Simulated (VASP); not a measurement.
Input for VASP

KPOINTS:
```
Automatic mesh
0
Gamma
12 12 12
0 0 0
```

INCAR:
```
SYSTEM  =  Be
PREC  =  Accurate; ENCUT  =  300; LREAL  =  F
LASPH  =  T
EDIFF  =  1E-6; NELM  =  100; ALGO  =  Normal
ISMEAR  =  -1; SIGMA  =  0.1
GGA  =  PE
ISIF  =  2
LWAVE  =  F; LCHARG  =  F
```

**POSCAR**
```
Be
1
   -1.9071820000     1.9071820000     1.0405820000
    1.9071820000    -1.9071820000     1.0405820000
    1.9071820000     1.9071820000    -1.0405820000
Be
2
Direct
  0.7500000000   0.2500000000   0.5000000000
  0.0000000000   0.0000000000   0.0000000000
```

POTCAR, in this order: Be (PBE.64 set). Program: vasp_std.

**Question.** Translate this PBE calculation to Ansatz.

**Answer.** One equivalent input (not run):
Ansatz 0.2 input:
```yaml
crystal:
  lattice:
    - [-1.9071820, 1.9071820, 1.0405820]
    - [1.9071820, -1.9071820, 1.0405820]
    - [1.9071820, 1.9071820, -1.0405820]
  atoms:
    - { symbol: Be, position: [0.7500000, 0.2500000, 0.5000000] }
    - { symbol: Be, position: [0.0000000, 0.0000000, 0.0000000] }
kpoints:
  mp_grid: { grid: [12, 12, 12] }
hamiltonian:
  xc: pbe
  pseudopotentials: { kind: paw }
scf:
  occupations: { method: fermi_dirac, width: 0.1 }
  max_iter: 100
output: { forces: true, stress: true, eigenvalues: true }
```
What does not carry over: each code has its own PAW files, so the cut-off isn't converted (ENCUT is set for VASP's; basis.ecutwfc is left out, and Ansatz then takes the one that its files recommend); Ansatz stops its SCF on the density residual and VASP on the energy change (EDIFF).

The structure was generated: Be was put into an ordered model structure, which need not be its known phase. The cell was not relaxed at this level, and its volume differs by -5.9 % from the start's.
